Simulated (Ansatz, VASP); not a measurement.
# Ta2NO2: VASP beside Ansatz, part 2 of 2

Aim: how closely do two programs agree when they are given the same cell, functional and k mesh? The structure shown is the start of the Ansatz relaxation below; VASP solves that cell, so the two are compared at the walk's first step.

VASP 6.6.1 and Ansatz 0.2.0.

So far: The structure; Ansatz: relaxation, PBEsol; VASP: single point, PBEsol, start cell, pair 1.

### Step 4. Side by side

Known differences besides the potentials themselves: Ansatz cuts the interaction across the vacuum, VASP repeats the sheet with a dipole correction; the data sets hold 43 valence electrons in Ansatz (on its PAW soft_1 files) and 39 in VASP; the cutoff is 420 eV in Ansatz and 520 eV in VASP; Ansatz makes its cores anew for this functional, VASP keeps those of its PBE data sets. Total energies have different zeros and are not compared.

Forces (eV/Å; atoms numbered as in POSCAR):

```csv
atom,"Ansatz x, y, z","VASP x, y, z"
N1,"0.000, 0.000, 0.000","0.000, 0.000, 0.000"
Ta2,"0.000, 0.000, -0.046","0.000, 0.000, -0.048"
Ta3,"0.000, 0.000, 0.046","0.000, 0.000, 0.048"
O4,"0.000, 0.000, -0.001","0.000, 0.000, 0.080"
O5,"0.000, 0.000, 0.001","0.000, 0.000, -0.080"
```

The forces differ by 30 meV/Å r.m.s., which is 86.7 % of the r.m.s. force of 0.034 eV/Å (both taken over all components). With vacuum in the cell, a pressure given here is an average over mostly empty space and none of the material.

### Step 5. Ansatz: relaxation, PBEsol

The two programs are compared at the cell with which this relaxation starts, whose forces are those of its first step.

The structure compared here is the start of the Ansatz relaxation; VASP solves that cell, so the two are compared at the walk's first step.

input.yaml

```yaml
crystal:
  lattice:
    - [3.101426393, 0.0, 0.0]
    - [-1.5507131965, 2.6859140443, 0.0]
    - [0.0, 0.0, 32.6]
  atoms:
    - { symbol: "N", position: [0.0, 0.0, 0.3067484663] }
    - { symbol: Ta, position: [0.3333333333, 0.6666666667, 0.3430533953] }
    - { symbol: Ta, position: [0.6666666667, 0.3333333333, 0.2704435372] }
    - { symbol: O, position: [0.6666666667, 0.3333333333, 0.3760991072] }
    - { symbol: O, position: [0.3333333333, 0.6666666667, 0.2373978254] }
  periodic: [true, true, false]
kpoints:
  mp_grid: { grid: [18, 18, 1] }
hamiltonian:
  xc: pbesol
  pseudopotentials: { kind: paw, azcp: { folder: soft_1 }, xc_functional: pbe }
scf:
  occupations: { method: methfessel_paxton, width: 0.2 }
output:
  forces: true
  stress: true
  eigenvalues: true
  write_density: true
  write_potential: true
  elf: true
  volumetric_format: npy
relax:
  adjacent_minimum: "off"
  f_tol: 0.001
  max_steps: 60
  cell: { stress_2d_tol: 0.002 }
```

On the command line:

```
$ ansatz run input.yaml --threads 4 --pin off --max-ram 16384MiB --backend cpu --events-out ev --progress --plain --runs-dir out
```

Numbers of over 12 decimals in the logs are rounded to 6 here.

Log:

```text
[...]
Crystal: 5 atoms, lattice volume = 271.563 Å³
Basis set: ecut = 420 eV, 5281 PW (Γ), exchange–correlation on 48×48×450 points (8 copies of the dense FFT grid, shifted against one another)
Bands: 27, of which v1, the nominal top of the filled ones, is band 22 counted from 1 (21 counted from 0)
Symmetry: 12 space group operations
[...]
k-points: 37 of 324
[...]
cell:  # Å, volume = 271.5321 Å³
    - [3.101248, 0, 0]
    - [-1.550624, 2.685759, 0]
    - [0, 0, 32.6]
  atoms:
    - { symbol: N, position: [0, 0, 0.306748] }
    - { symbol: Ta, position: [0.333333, 0.666667, 0.343048] }
    - { symbol: Ta, position: [0.666667, 0.333333, 0.270448] }
    - { symbol: O, position: [0.666667, 0.333333, 0.376111] }
    - { symbol: O, position: [0.333333, 0.666667, 0.237386] }
[key lines of the parts left out:]
SCF converged after 6 iterations
Free energy (F): -21119.565878 eV
Fermi energy:    -5.297691 eV
P = ½ c Tr σ = -0.0008 N/m
```

### Step 6. VASP: single point, PBEsol, start cell, pair 2

The same cell, functional, mesh and smearing now go to VASP, with its own data sets.

INCAR

```
SYSTEM = Ta2NO2
PREC = Accurate
ENCUT = 520
EDIFF = 1E-06
NELM = 120
ISMEAR = 1
SIGMA = 0.2
LREAL = .FALSE.
ALGO = Normal
GGA = PS
NBANDS = 25
LASPH = .TRUE.
LORBIT = 11
LWAVE = .FALSE.
LCHARG = .FALSE.
ISIF = 2
LDIPOL = .TRUE.
IDIPOL = 3
DIPOL = 0.5 0.5 0.307
LVHAR = .TRUE.
GGA_COMPAT = .FALSE.
NELMDL = -8
KPAR = 2
```

POSCAR

```
Ta2NO2
1.0
    3.1014260000      0.0000000000      0.0000000000
   -1.5507130000      2.6859140000      0.0000000000
    0.0000000000      0.0000000000     32.6000000000
N Ta O
1 2 2
Direct
    0.0000000000      0.0000000000      0.3067484663
    0.3333332713      0.6666665426      0.3430534049
    0.6666667287      0.3333334574      0.2704435276
    0.6666667287      0.3333334574      0.3760991104
    0.3333332713      0.6666665426      0.2373978221
```

KPOINTS

```
Automatic mesh
0
Gamma
18 18 1
0 0 0
```

PAW data sets: N, Ta_pv and O (PBE family, release 64).

On the command line:

```
$ mpirun -np 2 vasp_std
```

Log:

```text
[banner, memory and clock lines left out]
running    2 mpi-ranks, on    1 nodes
[...]
[... a notice as in an earlier step ...]

 LDA part: xc-table for (Slater+PW92), standard interpolation
 POSCAR, INCAR and KPOINTS ok, starting setup
[...]
entering main loop
       N       E                     dE             d eps       ncg     rms          rms(c)
DAV:   1     0.344949870053E+03    0.34495E+03   -0.19459E+04  2266   0.123E+03
DAV:   2    -0.198950429016E+02   -0.36484E+03   -0.35931E+03  2479   0.313E+02
DAV:   3    -0.600390778610E+02   -0.40144E+02   -0.39887E+02  2303   0.105E+02
DAV:   4    -0.609680433015E+02   -0.92897E+00   -0.91801E+00  2451   0.175E+01
[...]
DAV:  24    -0.536917295588E+02   -0.46767E-05   -0.39593E-07  1107   0.289E-03    0.539E-04
DAV:  25    -0.536917313008E+02   -0.17420E-05   -0.96463E-08  1013   0.144E-03    0.528E-04
DAV:  26    -0.536917322405E+02   -0.93972E-06   -0.67561E-08  1009   0.125E-03
   1 F= -.53691732E+02 E0= -.53691403E+02  d E =-.988446E-03
```

OUTCAR, selected parts (step 6):

```text
  Total        0.4791344      0.4791346      0.2957543      0.0000000     -0.0000000      0.0000000
  in kB        2.8268115      2.8268121      1.7449002      0.0000000     -0.0000000      0.0000000
  external PRESSURE =       2.4661746 kB  Pullay stress =       0.0000000 kB

 POSITION                                       TOTAL-FORCE (eV/Angst)
 -----------------------------------------------------------------------------------
      0.00000      0.00000     10.00000         0.000000     -0.000000      0.000000
      0.00000      1.79061     11.18354         0.000000      0.000000     -0.013780
      1.55071      0.89530      8.81646         0.000000      0.000000      0.013780
      1.55071      0.89530     12.26083        -0.000000      0.000000      0.088696
      0.00000      1.79061      7.73917         0.000000      0.000000     -0.088696
 -----------------------------------------------------------------------------------
    total drift:                                0.000000      0.000000      0.000044

  FREE ENERGIE OF THE ION-ELECTRON SYSTEM (eV)
  ---------------------------------------------------
  free  energy   TOTEN  =       -53.6917322405 eV

  energy  without entropy=      -53.6907437941  energy(sigma->0) =      -53.69140276

[... 3 further parts left out ...]
[key lines of the parts left out:]
E-fermi :  -2.8323
```

The run ends at a pressure of 0.25 GPa, with forces up to 0.089 eV/Å.

### Step 7. Comparison

What differs besides the data sets and the points named for the pairs above, as far as they apply: the data sets hold 43 valence electrons in Ansatz (on its PAW soft_1 files) and 39 in VASP. Total energies have different zeros and are not compared.

Forces (eV/Å; atoms numbered as in POSCAR):

```csv
atom,"Ansatz x, y, z","VASP x, y, z"
N1,"0.000, 0.000, 0.000","0.000, 0.000, 0.000"
Ta2,"0.000, 0.000, -0.012","0.000, 0.000, -0.014"
Ta3,"0.000, 0.000, 0.012","0.000, 0.000, 0.014"
O4,"0.000, 0.000, 0.008","0.000, 0.000, 0.089"
O5,"0.000, 0.000, -0.008","0.000, 0.000, -0.089"
```

The forces differ by 30 meV/Å r.m.s., where the r.m.s. force is 0.005 eV/Å in Ansatz and 0.033 eV/Å in VASP: the atoms lie near their places of rest in Ansatz, so a percentage would say little (all taken over all components). With vacuum in the cell, a pressure given here is an average over mostly empty space and none of the material.

### Step 8. Ansatz: relaxation, PBEsol

The two programs are compared at the cell with which this relaxation starts, whose forces are those of its first step. This pair takes another cell of the material, with 10 atoms against 5 for the pair before.

The structure compared here is the start of the Ansatz relaxation; VASP solves that cell, so the two are compared at the walk's first step.

input.yaml, the sections that differ from step 5:

```yaml
crystal:
  lattice:
    - [3.1012477371, 0.0, 0.0]
    - [0.0, 5.3715186475, 0.0]
    - [0.0, 0.0, 32.6]
  atoms:
    - { symbol: "N", position: [0.5, 0.5, 0.3067484663] }
    - { symbol: "N", position: [0.0, 0.0, 0.3067484663] }
    - { symbol: Ta, position: [0.0, 0.3448620738, 0.3426396589] }
    - { symbol: Ta, position: [0.5, 0.8218045929, 0.3434573054] }
    - { symbol: Ta, position: [0.5, 0.1781954071, 0.2700396272] }
    - { symbol: Ta, position: [1.0, 0.6551379262, 0.2708572736] }
    - { symbol: O, position: [0.5, 0.1625121782, 0.3737546247] }
    - { symbol: O, position: [1.0, 0.6708211551, 0.3784677828] }
    - { symbol: O, position: [0.0, 0.3291788449, 0.2350291498] }
    - { symbol: O, position: [0.5, 0.8374878218, 0.2397423078] }
  periodic: [true, true, false]
kpoints:
  mp_grid: { grid: [12, 8, 1] }
relax:
  adjacent_minimum: "off"
  f_tol: 0.002
  max_steps: 120
  cell: { stress_2d_tol: 0.005 }
# hamiltonian, scf, output: as in step 5
```

On the command line:

```
$ ansatz run input.yaml --threads 4 --pin off --max-ram 16384MiB --backend cpu --events-out ev --progress --plain --runs-dir out
```

Log:

```text
[...]
Crystal: 10 atoms, lattice volume = 543.064 Å³
Basis set: ecut = 420 eV, 10623 PW (Γ), exchange–correlation on 48×72×450 points (8 copies of the dense FFT grid, shifted against one another)
Bands: 53, of which v1, the nominal top of the filled ones, is band 43 counted from 1 (42 counted from 0)
Symmetry: 4 space group operations
[...]
k-points: 35 of 96
[...]
- { symbol: N, position: [0, 0, 0.306748] }
    - { symbol: Ta, position: [0, 0.345890, 0.342997] }
    - { symbol: Ta, position: [0.5, 0.821406, 0.343351] }
    - { symbol: Ta, position: [0.5, 0.178594, 0.270146] }
    - { symbol: Ta, position: [1.0, 0.654110, 0.270500] }
    - { symbol: O, position: [0.5, 0.162679, 0.373418] }
    - { symbol: O, position: [1.0, 0.670632, 0.378259] }
    - { symbol: O, position: [0, 0.329368, 0.235238] }
    - { symbol: O, position: [0.5, 0.837321, 0.240079] }
[key lines of the parts left out:]
SCF converged after 7 iterations
Free energy (F): -42239.175464 eV
Fermi energy:    -5.122398 eV
P = ½ c Tr σ = -0.0034 N/m
```

### Step 9. VASP: single point, PBEsol, start cell, pair 3

The same cell, functional, mesh and smearing now go to VASP, with its own data sets.

Changes to INCAR since step 6:

```diff
@@ -10,3 +10,3 @@
 GGA = PS
-NBANDS = 25
+NBANDS = 49
 LASPH = .TRUE.
```

POSCAR

```
Ta2NO2
1.0
    3.1012480000      0.0000000000      0.0000000000
    0.0000000000      5.3715190000      0.0000000000
    0.0000000000      0.0000000000     32.6000000000
N Ta O
2 4 4
Direct
    0.5000000000      0.4999999069      0.3067484663
    0.0000000000      0.0000000000      0.3067484663
    0.0000000000      0.3448620400      0.3426396626
    0.5000000000      0.8218045957      0.3434573006
    0.5000000000      0.1781954043      0.2700396319
    0.0000000000      0.6551379600      0.2708572699
    0.5000000000      0.1625121311      0.3737546319
    0.0000000000      0.6708210471      0.3784677914
    0.0000000000      0.3291787668      0.2350291411
    0.5000000000      0.8374876827      0.2397423006
```

KPOINTS

```
Automatic mesh
0
Gamma
12 8 1
0 0 0
```

On the command line:

```
$ mpirun -np 2 vasp_std
```

Log:

```text
[banner, memory and clock lines left out]
running    2 mpi-ranks, on    1 nodes
[...]
[... a notice as in an earlier step ...]

 LDA part: xc-table for (Slater+PW92), standard interpolation
 POSCAR, INCAR and KPOINTS ok, starting setup
[...]
entering main loop
       N       E                     dE             d eps       ncg     rms          rms(c)
DAV:   1     0.729200478675E+03    0.72920E+03   -0.38871E+04  4286   0.129E+03
DAV:   2    -0.282176532524E+02   -0.75742E+03   -0.74083E+03  4690   0.328E+02
DAV:   3    -0.118438523598E+03   -0.90221E+02   -0.88952E+02  4049   0.113E+02
DAV:   4    -0.121797130309E+03   -0.33586E+01   -0.33284E+01  4475   0.230E+01
[...]
DAV:  27    -0.107421656548E+03   -0.36729E-05   -0.19315E-07  2298   0.906E-04    0.327E-04
DAV:  28    -0.107421657691E+03   -0.11429E-05   -0.53516E-08  2154   0.749E-04    0.135E-04
DAV:  29    -0.107421658336E+03   -0.64552E-06   -0.35859E-08  2078   0.576E-04
   1 F= -.10742166E+03 E0= -.10742058E+03  d E =-.322393E-02
```

OUTCAR, selected parts (step 9):

```text
  Total        1.7588888      0.6169287      0.4782643      0.0000000     -0.3493440      0.0000000
  in kB        5.1891684      1.8200963      1.4110009      0.0000000     -1.0306535      0.0000000
  external PRESSURE =       2.8067552 kB  Pullay stress =       0.0000000 kB

 POSITION                                       TOTAL-FORCE (eV/Angst)
 -----------------------------------------------------------------------------------
      1.55062      2.68576     10.00000         0.000000      0.000000     -0.000000
      0.00000      0.00000     10.00000         0.000000      0.000000     -0.000000
      0.00000      1.85243     11.17005         0.000000      0.020732      0.431867
      1.55062      4.41434     11.19671         0.000000     -0.013749      0.197072
      1.55062      0.95718      8.80329         0.000000      0.013749     -0.197072
      0.00000      3.51909      8.82995         0.000000     -0.020732     -0.431867
      1.55062      0.87294     12.18440         0.000000     -0.011366     -0.103861
      0.00000      3.60333     12.33805         0.000000     -0.068094     -0.086221
      0.00000      1.76819      7.66195         0.000000      0.068094      0.086221
      1.55062      4.49858      7.81560         0.000000      0.011366      0.103861
 -----------------------------------------------------------------------------------
    total drift:                                0.000000      0.002636      0.000049

  FREE ENERGIE OF THE ION-ELECTRON SYSTEM (eV)
  ---------------------------------------------------
  free  energy   TOTEN  =      -107.4216583362 eV

  energy  without entropy=     -107.4184344076  energy(sigma->0) =     -107.42058369

[... 3 further parts left out ...]
[key lines of the parts left out:]
E-fermi :  -2.7492
```

The run ends at a pressure of 0.28 GPa, with forces up to 0.43 eV/Å.

### Step 10. Differences

What differs besides the data sets and the points named for the pairs above, as far as they apply: the data sets hold 86 valence electrons in Ansatz (on its PAW soft_1 files) and 78 in VASP. Total energies have different zeros and are not compared.

Forces (eV/Å; atoms numbered as in POSCAR):

```csv
atom,"Ansatz x, y, z","VASP x, y, z"
N1,"0.000, 0.000, 0.000","0.000, 0.000, 0.000"
N2,"0.000, 0.000, 0.000","0.000, 0.000, 0.000"
Ta3,"0.000, 0.014, 0.426","0.000, 0.021, 0.432"
Ta4,"0.000, -0.008, 0.206","0.000, -0.014, 0.197"
Ta5,"0.000, 0.008, -0.206","0.000, 0.014, -0.197"
Ta6,"0.000, -0.014, -0.426","0.000, -0.021, -0.432"
O7,"0.000, -0.011, -0.175","0.000, -0.011, -0.104"
O8,"0.000, -0.067, -0.179","0.000, -0.068, -0.086"
O9,"0.000, 0.067, 0.179","0.000, 0.068, 0.086"
O10,"0.000, 0.011, 0.175","0.000, 0.011, 0.104"
```

The forces differ by 30 meV/Å r.m.s., which is 23.5 % of the r.m.s. force of 0.129 eV/Å (both taken over all components). With vacuum in the cell, a pressure given here is an average over mostly empty space and none of the material.

### Step 11. Results

| Item | Value |
| --- | --- |
| r.m.s. force difference (single point, PBEsol, start cell, pair 1) | 30 meV/Å |
| r.m.s. force difference (single point, PBEsol, start cell, pair 2) | 30 meV/Å |
| r.m.s. force difference (single point, PBEsol, start cell, pair 3) | 30 meV/Å |

What this shows: The r.m.s. force difference is 30 meV/Å (single point, PBEsol, start cell, pair 3), beyond the 12 meV/Å picked in this series as the mark of a large difference. The data sets hold unlike numbers of valence electrons (43 in Ansatz and 39 in VASP and 86 in Ansatz and 78 in VASP), so part of the differences comes from the potentials. What causes the difference of the single point, PBEsol, start cell, pair 1 pair stays open here. What causes the difference of the single point, PBEsol, start cell, pair 2 pair stays open here. What causes the difference of the single point, PBEsol, start cell, pair 3 pair stays open here. 3 further runs of this series are not shown here. Such differences can come from data sets, numerical settings and the points named under the comparisons, not from the functional's error against experiment.

[Lines on the potential files, build, host, timing and source positions are cut from VASP's logs without a mark.]

[Logs are printed without paths, hosts, clocks, repeated set-up lines and the standing remarks that a program may print on its own settings, such as how far it seeks lower states.]

[Hosts, paths, dates, database ids (printed as entryN), source tags and the programs' standing remarks are cut or masked in the printed files.]
